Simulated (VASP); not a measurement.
Input of a VASP 6.6.1 run:

INCAR

```
SYSTEM = HfIn4SiO6
PREC = Accurate
ENCUT = 520
EDIFF = 1E-7
ISMEAR = -1
SIGMA = 0.05
LREAL = .False.
LASPH = .True.
NELM = 60
ALGO = Normal
ISIF = 2
LWAVE = .False.
LCHARG = .False.
GGA = PE
NBANDS = 63
KPAR = 4
```

Contents of KPOINTS:

```
Automatic mesh
0
Gamma
  5 5 4
  0 0 0
```

The input POSCAR:

```
HfIn4SiO6
1.0
    3.2302300000     -5.5776800000     -0.0247000000
    3.2302300000      5.5776800000     -0.0247000000
   -1.4906800000      0.0000000000      6.3203000000
Hf In Si O
1 4 1 6
Direct
    0.1017800000      0.1017800000      0.0091200000
    0.7922200000      0.4820400000      0.0081800000
    0.4820400000      0.7922200000      0.0081800000
    0.5447200000      0.2198300000      0.4839800000
    0.2198300000      0.5447200000      0.4839800000
    0.8543300000      0.8543300000      0.4452300000
    0.8350000000      0.5882200000      0.3810400000
    0.5882200000      0.8350000000      0.3810400000
    0.0289900000      0.0289900000      0.2950000000
    0.9792000000      0.9792000000      0.6955500000
    0.4285200000      0.1451400000      0.0743500000
    0.1451400000      0.4285200000      0.0743500000
```

Potentials or basis: VASP PAW PBE potentials, release 64 (Hf_pv, In_d, Si, O).

Command:

```sh
$ cat potpaw_PBE.64/Hf_pv/POTCAR potpaw_PBE.64/In_d/POTCAR potpaw_PBE.64/Si/POTCAR potpaw_PBE.64/O/POTCAR > POTCAR
$ mpirun -np 4 vasp_std > vasp.out
```

(1) Estimate the pressure.

(2) What does it give for the band gap on the k mesh?

Answers

(1) -0.3 GPa.

(2) 0.63 eV, indirect (least direct gap 0.89 eV).

Caveat: spin-orbit coupling is left out, which moves the levels of the heavy elements; an odd mesh through Γ misses points on the zone boundary, where band edges often lie.
